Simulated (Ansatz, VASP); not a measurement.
# SiO2 in two plane-wave programs, part 3 of 3

One calculation is typed for both programs; each brings its own data sets. How far apart do they land? The cell is taken from a series of runs on this material, whose earlier steps may have relaxed, scaled, displaced or heated it; both programs get it as it stands.

VASP 6.6.1 and Ansatz 0.2.0.

So far: The structure; VASP: zone-centre phonons, LDA.

## Step 3: Ansatz: zone-centre phonons, LDA

Level of this step: Ansatz beside VASP: Kohn-Sham DFT, plane waves, LDA (Ansatz).

Ansatz runs on its PAW soft_1 files.

The same cell, functional (in two slightly different forms) and mesh now go to Ansatz, which takes its cutoff from its data sets.

File input.yaml:

```yaml
crystal:
  lattice:
    - [4.1964618875, 0.0, 0.0]
    - [0.0, 4.1964618875, 0.0]
    - [0.0, 0.0, 2.6479430752]
  atoms:
    - { symbol: O, position: [0.6934266815, 0.6934266815, 0.0] }
    - { symbol: O, position: [0.1934266815, 0.8065733185, 0.5] }
    - { symbol: O, position: [0.3065733185, 0.3065733185, 0.0] }
    - { symbol: O, position: [0.8065733185, 0.1934266815, 0.5] }
    - { symbol: Si, position: [0.5, 0.5, 0.5] }
    - { symbol: Si, position: [0.0, 0.0, 0.0] }
kpoints:
  mp_grid: { grid: [8, 8, 8] }
hamiltonian:
  xc: lda
  pseudopotentials: { kind: paw, azcp: { folder: soft_1 }, xc_functional: pbe }
scf:
  occupations: { method: fixed }
output:
  eigenvalues: true
phonons:
  method: dfpt
  dielectric: true
  rigid_motions: translations
```

The run is started by

```console
$ ansatz run input.yaml --threads 8 --pin off --max-ram 16384MiB --backend cpu --events-out ev --progress --plain --runs-dir out
```

Numbers of over 12 decimals in the logs are rounded to 6 here.

What it wrote:

```text
Engine: ansatz 0.2.0, aarch64-unknown-linux-gnu
Pseudopotentials: kind: paw
Pseudopotential: O, paw, valence charge 6, recommended cutoff 420 eV (normal), soft_1/O.paw.azcp
Pseudopotential: Si, paw, valence charge 4, recommended cutoff 420 eV (normal), soft_1/Si.paw.azcp
Functional definition: SPW92
  exchange = slater_x
  correlation = pw_c
Crystal: 6 atoms, lattice volume = 46.631 Å³
Basis set: ecut = 420 eV, 909 PW (Γ), exchange–correlation on 60×60×36 points (8 copies of the dense FFT grid, shifted against one another)
Bands: 22, of which v1, the nominal top of the filled ones, is band 16 counted from 1 (15 counted from 0)
Symmetry: 16 space group operations
k-points: 260 of 512 (irreducible under 1 space group operation, time reversal used)
Non-local potential: O, projectors of the file, l = 0: 2, l = 1: 2, l = 2: 1
Non-local potential: Si, projectors of the file, l = 0: 2, l = 1: 2, l = 2: 1
PAW form: soft (Blöchl's): semilocal exchange-correlation on the pseudo side does not see the compensation charge
PAW frozen core: O, regenerated for the run's functional, and the local potential with it (the file was generated under x = pbe(κ = 0.804, μ = 0.219515), c = pbe(β = 0.066725))
PAW frozen core: Si, regenerated for the run's functional, and the local potential with it (the file was generated under x = pbe(κ = 0.804, μ = 0.219515), c = pbe(β = 0.066725))
PAW one-centre angular grid: O, 110 points (default); XC on 64 Gauss nodes
PAW one-centre angular grid: Si, 110 points (default); XC on 64 Gauss nodes
Initial density: superposition of atomic densities (chi_scale 0.1, normalization cell, long waves kept (reshape's long-wave potential 0.00 eV rms))
Initial wavefunctions: pseudopotential atomic-orbital guess
Functional: x = slater, c = lda
SCF iter   1: F=—  HF=-3447.490676 eV  |F-HF|=—  |Δ(HF+E_count)|=         —  Δρ=1.38e-1  dr2=7.04e0  ethr=3.10e-3  ⟨swp⟩=4.2  Hψ=25824  notcnv=0  defer=1007
preconditioner: auto → none  [insulator: Δε(μ)=6.750 eV  Ē_g=19.475 eV  n_scr=10 (ndim 8)  ℏωp=30.8 eV  f_vac=0.000  ε∞_Penn≈3.5]
SCF iter   2: F=—  HF=-3445.613429 eV  |F-HF|=—  |Δ(HF+E_count)|=    1.88e0  Δρ=6.34e-2  dr2=7.08e-1  ethr=3.10e-3  ⟨swp⟩=3.0  Hψ=13662  notcnv=0  defer=969
SCF iter   3: F=—  HF=-3445.433156 eV  |F-HF|=—  |Δ(HF+E_count)|=   1.80e-1  Δρ=2.20e-2  dr2=8.06e-2  ethr=2.21e-3  ⟨swp⟩=2.4  Hψ=10357  notcnv=0  defer=1024
SCF iter   4: F=—  HF=-3445.435026 eV  |F-HF|=—  |Δ(HF+E_count)|=   1.87e-3  Δρ=1.75e-3  dr2=4.86e-4  ethr=2.52e-4  ⟨swp⟩=2.0  Hψ=6400  notcnv=0  defer=1040
SCF iter   5: F=—  HF=-3445.435214 eV  |F-HF|=—  |Δ(HF+E_count)|=   1.88e-4  Δρ=2.18e-4  dr2=8.61e-6  ethr=1.52e-6  ⟨swp⟩=2.0  Hψ=9181  notcnv=0  defer=1040
SCF iter   6: F=—  HF=-3445.435220 eV  |F-HF|=—  |Δ(HF+E_count)|=   5.74e-6  Δρ=3.90e-5  dr2=3.49e-7  ethr=2.69e-8  ⟨swp⟩=2.0  Hψ=9420  notcnv=0  defer=487
SCF iter   7: F=—  HF=-3445.435220 eV  |F-HF|=—  |Δ(HF+E_count)|=   1.68e-7  Δρ=8.54e-6  dr2=1.86e-8  ethr=1.09e-9  ⟨swp⟩=2.0  Hψ=8379  notcnv=0  defer=455
SCF iter   8: F=—  HF=-3445.435220 eV  |F-HF|=—  |Δ(HF+E_count)|=   5.10e-9  Δρ=1.12e-6  dr2=3.30e-10  ethr=5.81e-11  ⟨swp⟩=2.0  Hψ=8397  notcnv=0  defer=455
SCF iter   9: F=-3445.435220 eV  HF=-3445.435220 eV  |F-HF|=3.18e-12  |Δ(HF+E_count)|=  7.41e-11  Δρ=1.71e-7  dr2=6.05e-12  ethr=1.00e-12  ⟨swp⟩=12.9  Hψ=38500  notcnv=0
SCF 1 converged in 9 iterations: F = -3445.435220 eV  dr2 = 6.05e-12
  greatest PAW one-centre occupation: 0.853 electrons in one spin orbital (limit 2), on the O atom at site 3 (counted from 0), in its partial waves of l = 0
DFPT response loops at Γ: preconditioner auto → none (the input reference at scf.mixing.eps_inf says where Resta's filter doesn't serve); β = 0.50; Broyden in place of MSR1
── the response to a field inside a basis, on 8×8×8 k-points: an SCF that follows is theirs, and a resumed run solves both again ──
Bands: 17, of which v1, the nominal top of the filled ones, is band 16 counted from 1 (15 counted from 0)
k-points: 40 of 512
Initial density: handed on by an earlier stage of this run
Initial wavefunctions: pseudopotential atomic-orbital guess (no wavefunctions were taken with the density)
Eigensolver: Dense (40 Hₖ)
SCF iter   1: F=—  HF=-3445.436671 eV  |F-HF|=—  |Δ(HF+E_count)|=         —  Δρ=7.48e-4  dr2=4.07e-5  ethr=1.00e-1
preconditioner: auto → none  [insulator: Δε(μ)=6.059 eV  Ē_g=16.199 eV  n_scr=10 (ndim 8)  ℏωp=30.8 eV  f_vac=0.000  ε∞_Penn≈4.6]
SCF iter   2: F=—  HF=-3445.436659 eV  |F-HF|=—  |Δ(HF+E_count)|=   1.21e-5  Δρ=3.17e-4  dr2=9.79e-6  ethr=1.27e-7
SCF iter   3: F=—  HF=-3445.436658 eV  |F-HF|=—  |Δ(HF+E_count)|=   1.16e-6  Δρ=1.24e-4  dr2=2.25e-6  ethr=3.06e-8
SCF iter   4: F=-3445.436657 eV  HF=-3445.436657 eV  |F-HF|=1.62e-10  |Δ(HF+E_count)|=   7.39e-7  Δρ=8.90e-6  dr2=1.07e-8  ethr=7.04e-9
SCF 1 converged in 4 iterations: F = -3445.436657 eV  dr2 = 1.07e-8
  greatest PAW one-centre occupation: 0.854 electrons in one spin orbital (limit 2), on the O atom at site 3 (counted from 0), in its partial waves of l = 0
DFPT response loops at Γ: mixed as the last ones told, above
SCF converged after 9 iterations
Free energy (F): -3445.435220 eV
Harris-Foulkes:  -3445.435220 eV  (|F-HF|=3.18e-12)
Internal energy: -3445.435220 eV  (E = F + TS)
E sigma→0 (E₀):  -3445.435220 eV
Fermi energy:    10.193737 eV
--- Per-component energies (eV) ---
  E_band       = 54.973875
  E_kinetic    = 783.307818
  E_local      = -1208.419048  (includes V_loc(G=0)·N_el)
  E_nonlocal   = 260.363344
  E_hartree    = 437.261547
  E_xc         = -399.937873
  E_vxc        = -467.030247  (∫ρ·V_xc dr)
  E_paw        = -1581.579206  (= ΣΔE_a)
  E_vpaw       = -187.774420  (= ΣTr[D̂ρ^β])
  E_aug_tail   = 0.003253  (compensation charges beyond the density's cutoff)
  E_ewald      = -1736.991402
  E_core_change = 0.556347  (= ΣΔE_core)
  E_smearing   = -0.000000  (= −TS)
  E_closure    = -0.000000  (closes the sum)
  Σ components = -3445.435220   (vs F -3445.435220, Δ=0.00e0)
--- Band table (eV; the first three rows and the last of 260) ---
  k-point 0: bands = [... 12 lower, 7.6758, 9.2930, 9.2930, 10.1937, 15.8366, 16.8289, 18.7011, 18.7011, ... 2 higher]
  k-point 1: bands = [... 12 lower, 6.9569, 9.1430, 9.1430, 10.0104, 16.5356, 17.9440, 19.5815, 19.5815, ... 2 higher]
  k-point 2: bands = [... 12 lower, 5.7803, 8.6649, 8.6649, 9.4169, 17.6005, 19.9873, 20.1794, 21.3843, ... 2 higher]
  k-point 259: bands = [... 12 lower, 8.3646, 8.3646, 8.6315, 8.6315, 17.2463, 17.2463, 20.8775, 20.8775, ... 2 higher]
--- Phonons (Γ-DFPT): 4 representative perturbations + reference, on 260 of 512 k-points (Σ response iterations 12) ---
  k mesh reduced under 1 symmetry operation, with k and −k counted as one. Each operation leaves every solved perturbation unchanged. A smaller set is not considered because the run solves the response to a homogeneous field
  ASR residual: 4.376e-5 → 0.000e0 eV/Å²; symmetrization residual: 1.157e-6 eV/Å²
  ASR residual per site (eV/Å²): 4.38e-5 4.38e-5 4.38e-5 4.38e-5 2.16e-5 2.16e-5
  Γ frequencies (cm⁻¹): 0.00 0.00 0.00 221.88 381.14 448.29 448.29 549.83 549.83 578.60 578.60 579.82 662.38 737.81 750.69 823.63 823.63 926.76
  ε∞ (high-frequency dielectric tensor):
        3.392241     0.000000     0.000000
        0.000000     3.392241     0.000000
        0.000000     0.000000     3.541609
  ε⁰ (static dielectric tensor: ions relaxed, cell fixed):
       12.075821    -0.000000    -0.000000
       -0.000000    12.075821     0.000000
       -0.000000     0.000000     8.851503
  ε⁰ − ε∞ (ionic part):
        8.683580    -0.000000    -0.000000
       -0.000000     8.683580     0.000000
       -0.000000     0.000000     5.309894
  softest optical mode at Γ: 221.88 cm⁻¹; the repairs (sum rule, projections) moved no ω² at Γ by more than (1.10 cm⁻¹)²
  Born effective charges Z* (e; rows j = field, columns β = displacement):
    site 0:
        -1.90965   -0.58717    0.00000
        -0.58717   -1.90965    0.00000
         0.00000    0.00000   -2.03168
    site 1:
        -1.90965    0.58717    0.00000
         0.58717   -1.90965    0.00000
         0.00000    0.00000   -2.03168
    site 2:
        -1.90965   -0.58717    0.00000
        -0.58717   -1.90965    0.00000
         0.00000    0.00000   -2.03168
    site 3:
        -1.90965    0.58717    0.00000
         0.58717   -1.90965    0.00000
         0.00000    0.00000   -2.03168
    site 4:
         3.81931   -0.38605    0.00000
        -0.38605    3.81931    0.00000
         0.00000    0.00000    4.06335
    site 5:
[...]
Z* charge neutrality: 2.212e-3 e pre-enforcement
  solved inside a basis spanned on kpoints, on 8×8×8 k-points, its susceptibility summed on 8×8×12: ε∞ is read to err by 8.4e-3, Z* by 1.5e-2 e (field_mesh: kpoints solves on kpoints); Z* is corrected for what the basis lacks
  optical modes at Γ without the LO–TO term, one row a degenerate level:
      ω (cm⁻¹)  modes    IR ((D/Å)²/amu)
[...]
optical modes at Γ + LO–TO along q̂ = [1.0000, 0.0000, 0.0000]:
      ω (cm⁻¹)  modes    IR ((D/Å)²/amu)
[...]
optical modes at Γ + LO–TO along q̂ = [0.0000, 1.0000, 0.0000]:
      ω (cm⁻¹)  modes    IR ((D/Å)²/amu)
[...]
optical modes at Γ + LO–TO along q̂ = [0.0000, 0.0000, 1.0000]:
      ω (cm⁻¹)  modes    IR ((D/Å)²/amu)
[...]
549.83      2             3.9071
        578.60      2             0.0000
        579.82      1             0.0000
        737.81      1             0.0000
        750.69      1             0.0000
        823.63      2            23.9448
        926.76      1             0.0000
       1047.16      1            50.9349
```

## Step 4: Differences

Known differences besides the potentials themselves: fixed occupations in Ansatz, narrow Gaussian smearing in VASP; VASP's response is taken on the typed mesh, Ansatz refines its own for the field response alone; the cutoff is 420 eV in Ansatz and 600 eV in VASP; VASP's log shows a relativistic correction to its local exchange, Ansatz's none; VASP's log repeats an internal error in its field response. Total energies have different zeros and are not compared.

Both answers:

```csv
quantity,Ansatz,VASP,difference
ε∞ xx,3.39,3.37,+0.68 %
ε∞ yy,3.39,3.37,+0.68 %
ε∞ zz,3.54,3.52,+0.74 %
Born charge of O1 (mean of the diagonal) (e),-1.95,-1.93,-0.02
Born charge of Si5 (mean of the diagonal) (e),3.90,3.87,+0.03
```

Zone-centre modes by rising frequency (cm⁻¹; imaginary ones negative):

```csv
program,modes
Ansatz,"0.0, 0.0, 0.0, 221.9, 381.1, 448.3, 448.3, 549.8, 549.8, 578.6, 578.6, 579.8, 662.4, 737.8, 750.7, 823.6, 823.6, 926.8"
VASP,"-0.1, -0.1, 0.0, 223.1, 384.3, 453.3, 453.3, 553.7, 553.7, 583.5, 583.8, 583.8, 669.7, 741.1, 757.8, 826.5, 826.5, 930.0"
```

The two lists differ in the order or number of single and degenerate modes, so they aren't paired one by one; the r.m.s. figure in the results sets the two lists side by side in order.

## Step 5: What came out

```
r.m.s. difference of the optical zone-centre modes, each program's sorted by frequency (zone-centre phonons, LDA) : 4.5 cm⁻¹
difference in ε∞ zz (zone-centre phonons, LDA)                                                                    : +0.7 %
```

In words: The r.m.s. difference of the optical zone-centre modes, each program's sorted by frequency is 4.5 cm⁻¹ (zone-centre phonons, LDA). Among the rows given in per cent, the largest difference of the zone-centre phonons, LDA pair is in ε∞ zz, +0.7 %. How closely two codes agree says nothing of how well the functional describes the real material.

[Lines on the potential files, build, host, timing and source positions are cut from VASP's logs without a mark.]

[Logs are printed without paths, hosts, clocks, repeated set-up lines and the standing remarks that a program may print on its own settings, such as how far it seeks lower states.]

[Hosts, paths, dates, database ids (printed as entryN), source tags and the programs' standing remarks are cut or masked in the printed files.]
